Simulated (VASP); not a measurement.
VASP input:

KPOINTS:
```
Regular mesh
0
gamma
 12 12 12
```

INCAR:
```
SYSTEM = MgO
PREC = Accurate
ENCUT = 520
EDIFF = 1E-7
NELM = 100
ALGO = Normal
LREAL = .FALSE.
LASPH = .TRUE.
ISMEAR = -5
GGA = RE
LWAVE = .FALSE.
LCHARG = .TRUE.
LORBIT = 11
NEDOS = 601
ISIF = 2
```

POSCAR:
```
MgO
3.0262990
  0.0000000000   0.7071067110   0.7071067110
  0.7071067110   0.0000000000   0.7071067110
  0.7071067110   0.7071067110   0.0000000000
Mg O
1 1
Cart
  0.0000000000   0.0000000000   0.0000000000
  0.7071067110   0.7071067110   0.7071067110
```

POTCAR, in this order: Mg O (PBE.64 set). Program: vasp_std.

Q: Write an equivalent input for Ansatz.

A: One equivalent input (not run):
Ansatz 0.2 input:
```yaml
crystal:
  lattice:
    - [0.0000000, 2.1399163, 2.1399163]
    - [2.1399163, 0.0000000, 2.1399163]
    - [2.1399163, 2.1399163, 0.0000000]
  atoms:
    - { symbol: Mg, position: [0.0000000, 0.0000000, 0.0000000] }
    - { symbol: O, position: [0.5000000, 0.5000000, 0.5000000] }
kpoints:
  mp_grid: { grid: [12, 12, 12] }
hamiltonian:
  xc: revpbe
  pseudopotentials: { kind: paw }
scf:
  occupations: { method: tetrahedron }
  max_iter: 100
output: { forces: true, stress: true, eigenvalues: true }
```
What does not carry over: each code has its own PAW files, so the cut-off isn't converted (ENCUT is set for VASP's; basis.ecutwfc is left out, and Ansatz then takes the one that its files recommend); Ansatz stops its SCF on the density residual and VASP on the energy change (EDIFF).

The compound is MgO in the rock salt structure. It was relaxed first, which changed the volume by +5 %.
